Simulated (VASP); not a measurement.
Wanted: the native input for a VASP 6.6.1 run.

```yaml
Task: band structure
Functional: BEEF-vdW
Potentials_or_basis: VASP PAW PBE potentials, release 64 (Sn_d_GW, Mo_sv_GW, Mg_sv_GW)
Cutoff: 600 eV
k_mesh: 5 × 4 × 4
Occupations: methfessel-paxton, width 0.2 eV
Spin: no spin polarisation
Further_INCAR_settings: ALGO = Normal; EDIFF = 1e-06; NBANDS = 54
```

Crystal: Mg6SnMo.

```
Sn Mo Mg
1.0
     4.95636    0.00000    0.00000
     0.00000    3.13079    5.32723
     0.00000   -3.13079    5.32723
Sn Mo Mg
1 1 6
Cartesian
  0.0152 -0.0418 8.9947
  2.4464 0.0340 7.2228
  2.4641 0.0832 1.5805
  2.5296 1.5247 4.3708
  2.4321 -1.6056 4.5629
  -0.0710 -0.0591 3.6300
  0.0388 1.4907 6.2348
  0.0262 -1.3537 6.3127
```

The cell comes from a database or a generator and needn't be the stable form of this composition.

The cell isn't the ideal one: atoms moved at random, drawn with an rms of 0.15 Å.

These files were run (other wordings do the same):

POSCAR

```
Mg6SnMo
1.0
    4.9563570000      0.0000000000      0.0000000000
    0.0000000000      3.1307925000      5.3272295000
    0.0000000000     -3.1307925000      5.3272295000
Sn Mo Mg
1 1 6
Cartesian
    0.0152358414     -0.0417616412      8.9946807408
    2.4463735571      0.0339816218      7.2228069185
    2.4640776643      0.0831976799      1.5805250659
    2.5296056602      1.5247429094      4.3708160062
    2.4320942926     -1.6056425876      4.5629372109
   -0.0709799886     -0.0591156240      3.6299741813
    0.0388132317      1.4907362413      6.2348349171
    0.0262191285     -1.3536983227      6.3126710674
```

INCAR.step1

```
PREC = Accurate ; ENCUT = 600
EDIFF = 1E-6 ; ISMEAR = 1
SIGMA = 0.2 ; LREAL = False
LASPH = True ; NELM = 80
ALGO = Normal ; ISIF = 2
LWAVE = False ; LCHARG = True
LMAXMIX = 4 ; GGA = BF
LUSE_VDW = True ; ZAB_VDW = -1.8867
NBANDS = 54
```

KPOINTS.step1

```
Automatic mesh
0
Gamma
  5 4 4
```

INCAR.step2

```
PREC = Accurate ; ENCUT = 600
EDIFF = 1E-6 ; ISMEAR = 0
SIGMA = 0.05 ; LREAL = False
LASPH = True ; NELM = 80
ALGO = Normal ; ISIF = 2
LWAVE = False ; LCHARG = False
LMAXMIX = 4 ; GGA = BF
LUSE_VDW = True ; ZAB_VDW = -1.8867
NBANDS = 54 ; ICHARG = 11
```

KPOINTS.step2

```
path GXSRAZGYX1A1TY,ZT
10
line-mode
reciprocal
 0.0000000000  0.0000000000  0.0000000000  G
 0.0000000000  0.3363467040 -0.3363467040  X

 0.0000000000  0.3363467040 -0.3363467040  X
 0.0000000000  0.0000000000 -0.5000000000  S

 0.0000000000  0.0000000000 -0.5000000000  S
-0.5000000000  0.0000000000 -0.5000000000  R

-0.5000000000  0.0000000000 -0.5000000000  R
-0.5000000000  0.3363467040 -0.3363467040  A

-0.5000000000  0.3363467040 -0.3363467040  A
-0.5000000000  0.0000000000  0.0000000000  Z

-0.5000000000  0.0000000000  0.0000000000  Z
 0.0000000000  0.0000000000  0.0000000000  G

 0.0000000000  0.0000000000  0.0000000000  G
 0.0000000000 -0.5000000000 -0.5000000000  Y

 0.0000000000 -0.5000000000 -0.5000000000  Y
 0.0000000000 -0.3363467040 -0.6636532960  X1

 0.0000000000 -0.3363467040 -0.6636532960  X1
-0.5000000000 -0.3363467040 -0.6636532960  A1

-0.5000000000 -0.3363467040 -0.6636532960  A1
-0.5000000000 -0.5000000000 -0.5000000000  T

-0.5000000000 -0.5000000000 -0.5000000000  T
 0.0000000000 -0.5000000000 -0.5000000000  Y

-0.5000000000  0.0000000000  0.0000000000  Z
-0.5000000000 -0.5000000000 -0.5000000000  T
```

Potentials or basis: VASP PAW PBE potentials, release 64 (Sn_d_GW, Mo_sv_GW, Mg_sv_GW).

Launch:

```sh
$ cat potpaw_PBE.64/Sn_d_GW/POTCAR potpaw_PBE.64/Mo_sv_GW/POTCAR potpaw_PBE.64/Mg_sv_GW/POTCAR > POTCAR
$ cp INCAR.step1 INCAR
$ cp KPOINTS.step1 KPOINTS
$ mpirun -np 1 vasp_std > vasp.out
$ cp INCAR.step2 INCAR
$ cp KPOINTS.step2 KPOINTS
$ mpirun -np 1 vasp_std > vasp.out
```

Results of the run:

- Band gap along the path: none (metal or under the smearing width)

Caveat: the log is that of the step along the path at fixed density, whose energy, stress, charges and moments have no meaning; spin-orbit coupling is left out, which moves the levels of the heavy elements.

Run time: 43 min on 1 thread of Intel(R) Xeon(R) Platinum 8259CL CPU @ 2.50GHz (Skylake/Cascade Lake), on a shared host, peak memory 1.8 GiB.
